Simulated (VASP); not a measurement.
# YMg6V (Amm2) in VASP: runs at scaled volumes

Single points of YMg6V at other volumes, in PBE.

All numbers are computed with VASP 6.6.1; they aren't measurements. Logs are shortened: lines on timing, memory, paths and dates and some standing lists are left out, and cuts for length are marked.

## Step 1: The undisturbed crystal

The structure is orthorhombic, space group Amm2 (No. 38). The conventional cell has a = 5.093 Å, b = 6.508 Å, c = 11.200 Å, α = 90.00°, β = 90.00°, γ = 90.00°. Y (site symmetry mm2) has 2 V at 3.11 Å and 10 Mg at 3.15 to 3.32 Å as nearest neighbours. V (site symmetry mm2) has 2 Y at 3.11 Å and 10 Mg at 3.14 to 3.27 Å as nearest neighbours. Mg (site symmetry mm2) is surrounded by 10 Mg at 3.19 to 3.26 Å and 2 V at 3.25 Å. Mg (site symmetry m) has 8 Mg at 3.13 to 3.32 Å and 2 V at 3.21 to 3.27 Å and 2 Y at 3.21 Å as nearest neighbours. Around Mg (site symmetry mm2) lie 10 Mg at 3.14 to 3.33 Å and 2 Y at 3.26 Å. Mg (site symmetry m) is surrounded by 8 Mg at 3.13 to 3.38 Å and 2 V at 3.14 Å and 2 Y at 3.15 to 3.32 Å.

The cell comes from a database or a generator and needn't be the stable form of this composition.

## Step 2: Equation of state, PBE, collinear spin, ferromagnetic start, 21.81 Å³/atom (volume scaled by 0.94)

Contents of INCAR:

```
SYSTEM = YMg6V
PREC = Accurate ; ENCUT = 520
EDIFF = 1E-7 ; ISMEAR = -1
SIGMA = 0.05 ; LREAL = .False.
LASPH = .True. ; NELM = 150
ALGO = Normal ; ISIF = 2
LWAVE = .False. ; LCHARG = .False.
ISPIN = 2 ; MAGMOM = 0 2 0 0 0 0 0 0
LORBIT = 11 ; LMAXMIX = 4
GGA = PE ; NBANDS = 32
```

Contents of KPOINTS:

```
Automatic mesh
0
Gamma
  5 5 5
  0 0 0
```

Contents of POSCAR:

```
YMg6V
1.0
    4.9887714818      0.0000000000      0.0000000000
    0.0000000000      3.1876055241      5.4858727383
    0.0000000000     -3.1876055241      5.4858727383
Y V Mg
1 1 6
Direct
    0.0000000000      0.8265190000      0.8265190000
    0.5000000000      0.6675620000      0.6675620000
    0.5000000000      0.1656070000      0.1656070000
    0.5000000000      0.6643950000      0.1739790000
    0.5000000000      0.1739790000      0.6643950000
    0.0000000000      0.3377520000      0.3377520000
    0.0000000000      0.8222350000      0.3419510000
    0.0000000000      0.3419510000      0.8222350000
```

Potentials or basis: VASP PAW PBE potentials, release 64 (Y_sv, V_sv, Mg).

The run is started by

```console
cat potpaw_PBE.64/Y_sv/POTCAR potpaw_PBE.64/V_sv/POTCAR potpaw_PBE.64/Mg/POTCAR > POTCAR
mpirun -np 1 vasp_std > vasp.out
```

OUTCAR:

```text
SYSTEM = YMg6V
   PREC = Accurate
   ENCUT = 520
   EDIFF = 1E-7
   ISMEAR = -1
   LREAL = .False.
   LASPH = .True.
   NELM = 150
   ISIF = 2
   ISPIN = 2
   LORBIT = 11
   GGA = PE

 Found     27 irreducible k-points:

 Following reciprocal coordinates:
            Coordinates               Weight
  0.000000  0.000000  0.000000      1.000000
  0.200000  0.000000  0.000000      2.000000
  0.400000  0.000000  0.000000      2.000000
  0.000000  0.200000  0.000000      4.000000
  0.200000  0.200000  0.000000      8.000000
  0.400000  0.200000  0.000000      8.000000
   k-points           NKPTS =     27   k-points in BZ     NKDIM =     27   number of bands    NBANDS=     32
   number of dos      NEDOS =    301   number of ions     NIONS =      8
   total plane-waves  NPLWV =  92160
   dimension x,y,z NGX =    40 NGY =   48 NGZ =   48
   dimension x,y,z NGXF=    80 NGYF=   96 NGZF=   96
   ions per type =               1   1   6
   NGX,Y,Z   is equivalent  to a cutoff of  13.33, 12.58, 12.58 a.u.
   NGXF,Y,Z  is equivalent  to a cutoff of  26.66, 25.15, 25.15 a.u.
 SYSTEM =  YMg6V
   PREC   = accura    normal or accurate (medium, high low for compatibility)
   ISTART =      0    job   : 0-new  1-cont  2-samecut
   ICHARG =      2    charge: 1-file 2-atom 10-const
   ISPIN  =      2    spin polarized calculation?
   LNONCOLLINEAR =      F non collinear calculations
   LSORBIT =      F    spin-orbit coupling
   LASPH  =      T    aspherical Exc in radial PAW
   ENCUT  =  520.0 eV  38.22 Ry    6.18 a.u.   9.28 11.80 11.80*2*pi/ulx,y,z
   NELM   =    150;   NELMIN=  2; NELMDL= -5     # of ELM steps
   EDIFF  = 0.1E-06   stopping-criterion for ELM
   LREAL  =      F    real-space projection
   EDIFFG = 0.1E-05   stopping-criterion for IOM
   NSW    =      0    number of steps for IOM
   IBRION =     -1    ionic relax: 0-MD 1-quasi-New 2-CG
   NFREE  =      0    steps in history (QN), initial steepest desc. (CG)
   ISIF   =      2    stress and relaxation
   ISYM   =      2    0-nonsym 1-usesym 2-fastsym
   POTIM  = 0.5000    time-step for ionic-motion
   TEBEG  =    0.0;   TEEND  =   0.0 temperature during run
   PSTRESS=    0.0 pullay stress
   NELECT =      36.0000    total number of electrons
   NUPDOWN=      -1.0000    fix difference up-down
   EMIN   =  10.00;   EMAX   =-10.00  energy-range for DOS
   EFERMI =   0.00;   METHOD = LEGACY
   ISMEAR =    -1;   SIGMA  =   0.05  broadening in eV -4-tet -1-fermi 0-gaus
   EFERMI_NEDOS =   21; number of points for ismear=-14 and -15
   IALGO  =     38    algorithm
   IMIX   =      4    mixing-type and parameters
     AMIX     =   0.40;   BMIX     =  1.00
     AMIX_MAG =   1.60;   BMIX_MAG =  1.00
  volume/ion in A,a.u.               =      21.81       147.18
  Fermi-wavevector in a.u.,A,eV,Ry     =   0.967381  1.828086 12.732694  0.935827
  Thomas-Fermi vector in A             =   2.097262
   LORBIT       =     11    0 simple, 1 ext, 2 COOP (PROOUT), +10 PAW based schemes
   GGA     = PE    functional components
   LHFCALC =     F    Hartree Fock is set to
   AEXX    =    0.0000 exact exchange contribution
   IVDW    =     0    specifies the selected vdW correction
   LEPSILON=     F    determine dielectric tensor
   LRPA    =     F    only Hartree local field effects (RPA)
 spin polarized calculation
  energy-cutoff  :      520.00
  volume of cell :      174.48
 maximum number of plane-waves:      4728
 NGX is ok and might be reduce to    40
   NGX = 19   NGY = 23   NGZ = 23

 number of electron      36.0000002 magnetization       3.2127942

 Free energy of the ion-electron system (eV)
  ---------------------------------------------------
  ext. energy  EPLUGINS =         0.00000000
  ---------------------------------------------------
  free energy    TOTEN  =       -23.20034476 eV

  energy without entropy =      -23.15035701  energy(sigma->0) =      -23.17535088

 E-fermi :   3.3793     XC(G=0):  -9.1828

 val. band max:        3.3769079459   @ k =   0.2000   0.4000   0.4000
 cond. band min:       3.3911844114   @ k =   0.4000   0.4000   0.4000
 fundamental gap:      0.0142764655
 Fermi energy:         3.3793218225

 spin component 1

 k-point     1 :       0.0000    0.0000    0.0000
  band No.  band energies     occupation
      1     -61.4169      1.00000
      2     -38.9366      1.00000
      3     -35.3059      1.00000
      4     -35.2932      1.00000
      5     -35.2544      1.00000
      6     -19.0298      1.00000
[... 22 lines left out ...]
     29       6.9303      0.00000
     30       7.6052      0.00000

 k-point     2 :       0.2000    0.0000    0.0000
  band No.  band energies     occupation
      1     -61.4169      1.00000
      2     -38.9367      1.00000
      3     -35.3061      1.00000
      4     -35.2932      1.00000
      5     -35.2540      1.00000
      6     -19.0342      1.00000
[... 22 lines left out ...]
     29       7.2920      0.00000
     30       7.6742      0.00000

 k-point     3 :       0.4000    0.0000    0.0000
  band No.  band energies     occupation
      1     -61.4169      1.00000
      2     -38.9368      1.00000
      3     -35.3065      1.00000
      4     -35.2932      1.00000
      5     -35.2535      1.00000
      6     -19.0412      1.00000
[... 22 lines left out ...]
     29       7.6949      0.00000
     30       7.7416      0.00000

 k-point     4 :       0.0000    0.2000    0.0000
  band No.  band energies     occupation
      1     -61.4169      1.00000
      2     -38.9366      1.00000
      3     -35.3059      1.00000
      4     -35.2932      1.00000
      5     -35.2544      1.00000
      6     -19.0298      1.00000
[... 22 lines left out ...]
     29       7.2265      0.00000
     30       7.6558      0.00000

 k-point     5 :       0.2000    0.2000    0.0000
  band No.  band energies     occupation
      1     -61.4169      1.00000
      2     -38.9367      1.00000
      3     -35.3061      1.00000
      4     -35.2932      1.00000
      5     -35.2541      1.00000
      6     -19.0342      1.00000
[... 22 lines left out ...]
     29       7.2643      0.00000
     30       7.7913      0.00000

 k-point     6 :       0.4000    0.2000    0.0000
  band No.  band energies     occupation
      1     -61.4169      1.00000
      2     -38.9368      1.00000
      3     -35.3065      1.00000
      4     -35.2932      1.00000
      5     -35.2535      1.00000
      6     -19.0412      1.00000
[... 22 lines left out ...]
     29       7.6111      0.00000
     30       7.9885      0.00000

 [... further k-points ...]

 spin component 2

 k-point     1 :       0.0000    0.0000    0.0000
  band No.  band energies     occupation
      1     -59.0231      1.00000
      2     -38.8806      1.00000
      3     -32.9400      1.00000
      4     -32.9221      1.00000
      5     -32.8560      1.00000
      6     -18.9565      1.00000
[... 22 lines left out ...]
     29       7.1708      0.00000
     30       8.1617      0.00000

 k-point     2 :       0.2000    0.0000    0.0000
  band No.  band energies     occupation
      1     -59.0231      1.00000
      2     -38.8807      1.00000
      3     -32.9402      1.00000
      4     -32.9221      1.00000
      5     -32.8559      1.00000
      6     -18.9562      1.00000
[... 22 lines left out ...]
     29       7.4340      0.00000
     30       7.9922      0.00000

 k-point     3 :       0.4000    0.0000    0.0000
  band No.  band energies     occupation
      1     -59.0231      1.00000
      2     -38.8807      1.00000
      3     -32.9405      1.00000
      4     -32.9221      1.00000
      5     -32.8555      1.00000
      6     -18.9556      1.00000
[... 22 lines left out ...]
     29       7.7883      0.00000
     30       7.8755      0.00000

 k-point     4 :       0.0000    0.2000    0.0000
  band No.  band energies     occupation
      1     -59.0231      1.00000
      2     -38.8806      1.00000
      3     -32.9400      1.00000
      4     -32.9221      1.00000
      5     -32.8560      1.00000
      6     -18.9571      1.00000
[... 22 lines left out ...]
     29       7.4156      0.00000
     30       7.8740      0.00000

 k-point     5 :       0.2000    0.2000    0.0000
  band No.  band energies     occupation
      1     -59.0231      1.00000
      2     -38.8806      1.00000
      3     -32.9402      1.00000
      4     -32.9221      1.00000
      5     -32.8559      1.00000
      6     -18.9567      1.00000
[... 22 lines left out ...]
     29       7.3875      0.00000
     30       8.1139      0.00000

 k-point     6 :       0.4000    0.2000    0.0000
  band No.  band energies     occupation
      1     -59.0231      1.00000
      2     -38.8806      1.00000
      3     -32.9405      1.00000
      4     -32.9221      1.00000
      5     -32.8556      1.00000
      6     -18.9561      1.00000
[... 22 lines left out ...]
     29       7.7195      0.00000
     30       8.1523      0.00000

 [... further k-points ...]

 [bands above 30 left out]

------------------------ aborting loop because EDIFF is reached ----------------------------------------

  FORCE on cell =-STRESS in cart. coord.  units (eV):
  Direction    XX          YY          ZZ          XY          YZ          ZX
  --------------------------------------------------------------------------------------
  -------------------------------------------------------------------------------------
  Total        3.0203259      3.0731304      3.0456675      0.0000000      0.0000000      0.0000000
  in kB       27.7351476     28.2200423     27.9678551      0.0000000      0.0000000      0.0000000
  external PRESSURE =      27.9743483 kB  Pullay stress =       0.0000000 kB

 VOLUME and BASIS-vectors are now :
 -----------------------------------------------------------------------------
  energy-cutoff  :      520.00
  volume of cell :      174.48
      direct lattice vectors                 reciprocal lattice vectors
     4.988771482  0.000000000  0.000000000     0.200450152  0.000000000  0.000000000
     0.000000000  3.187605524  5.485872738     0.000000000  0.156857552  0.091143201
     0.000000000 -3.187605524  5.485872738     0.000000000 -0.156857552  0.091143201

 POSITION                                       TOTAL-FORCE (eV/Angst)
 -----------------------------------------------------------------------------------
      0.00000      0.00000      9.06836         0.000000      0.000000     -0.001695
      2.49439      0.00000      7.32432         0.000000      0.000000     -0.011938
      2.49439      0.00000      1.81700         0.000000      0.000000      0.006848
      2.49439      1.56325      4.59921         0.000000     -0.034538      0.049782
      2.49439     -1.56325      4.59921         0.000000      0.034538      0.049782
      0.00000      0.00000      3.70573         0.000000      0.000000     -0.028519
      0.00000      1.53096      6.38658         0.000000      0.015299     -0.032131
      0.00000     -1.53096      6.38658         0.000000     -0.015299     -0.032131
 -----------------------------------------------------------------------------------
    total drift:                                0.000000      0.000000     -0.000590

  FREE ENERGIE OF THE ION-ELECTRON SYSTEM (eV)
  ---------------------------------------------------
  free  energy   TOTEN  =       -23.2003447567 eV

  energy  without entropy=      -23.1503570063  energy(sigma->0) =      -23.17535088

 total charge

# of ion       s       p       d       f       tot
--------------------------------------------------
    1        2.250   6.327   1.084   0.012   9.673
    2        2.249   6.085   3.007   0.000  11.340
    3        0.200   0.128   0.013   0.000   0.342
    4        0.222   0.144   0.013   0.000   0.379
    5        0.222   0.144   0.013   0.000   0.379
    6        0.227   0.140   0.014   0.000   0.381
    7        0.223   0.147   0.014   0.000   0.383
    8        0.223   0.147   0.014   0.000   0.383
--------------------------------------------------
tot          5.816  13.261   4.172   0.012  23.261

 magnetization (x)

# of ion       s       p       d       f       tot
--------------------------------------------------
    1        0.009   0.052   0.097   0.004   0.161
    2        0.045   0.038   2.419   0.000   2.502
    3       -0.008   0.000   0.001   0.000  -0.007
    4       -0.009   0.000   0.001   0.000  -0.008
    5       -0.009   0.000   0.001   0.000  -0.008
    6        0.006  -0.004  -0.001   0.000   0.002
    7       -0.006   0.002   0.002   0.000  -0.003
    8       -0.006   0.002   0.002   0.000  -0.003
--------------------------------------------------
tot          0.021   0.090   2.521   0.004   2.636
```

It took 12 min on 1 thread of AMD EPYC 7R43 (Zen 3), shared host; peak memory 0.48 GiB.

What came out:

- Free energy: -23.2003 eV
- Pressure: 2.8 GPa
- Largest force: 0.061 eV/Å
- Band gap on the k mesh: none (metal or under the smearing width)
- Net moment: 3.21 μB per cell
- Site moments: Y +0.16; V +2.50; Mg -0.01, +0.00, -0.00 μB
- Valence electrons inside the program's atomic spheres: Y 9.67; V 11.34; Mg 0.34, 0.38

## Step 3: Equation of state, PBE, collinear spin, ferromagnetic start, 22.27 Å³/atom (volume scaled by 0.96)

Contents of INCAR:

```
ALGO = Normal ; EDIFF = 1E-7
ENCUT = 520 ; GGA = PE
ISIF = 2 ; ISMEAR = -1
ISPIN = 2 ; LASPH = True
LCHARG = False ; LMAXMIX = 4
LORBIT = 11 ; LREAL = False
LWAVE = False ; MAGMOM = 0 2 0 0 0 0 0 0
NBANDS = 32 ; NELM = 150
PREC = Accurate ; SIGMA = 0.05
```

Contents of KPOINTS:

```
k-points
0
Gamma
  5 5 5
```

POSCAR: that of step 2 with these lines changed.

```diff
@@ -2,5 +2,5 @@
 1.0
-    4.9887714818      0.0000000000      0.0000000000
-    0.0000000000      3.1876055241      5.4858727383
-    0.0000000000     -3.1876055241      5.4858727383
+    5.0239048329      0.0000000000      0.0000000000
+    0.0000000000      3.2100541899      5.5245069178
+    0.0000000000     -3.2100541899      5.5245069178
 Y V Mg
```

Potentials or basis: VASP PAW PBE potentials, release 64 (Y_sv, V_sv, Mg).

The run is started by

```console
cat potpaw_PBE.64/Y_sv/POTCAR potpaw_PBE.64/V_sv/POTCAR potpaw_PBE.64/Mg/POTCAR > POTCAR
mpirun -np 1 vasp_std > vasp.out
```

It took 12 min on 1 thread of AMD EPYC 7R43 (Zen 3), shared host; peak memory 0.48 GiB.

It converged, with:

| Quantity | Value |
| --- | --- |
| Free energy | -23.2531 eV |
| Pressure | 1.8 GPa |
| Largest force | 0.055 eV/Å |
| Band gap on the k mesh | none (metal or under the smearing width) |
| Net moment | 3.28 μB per cell |
| Site moments | Y +0.16; V +2.54; Mg -0.01, +0.00, -0.00 μB |
| Valence electrons inside the program's atomic spheres | Y 9.64; V 11.33; Mg 0.34, 0.37, 0.38 |

[end of part 1 of 2]
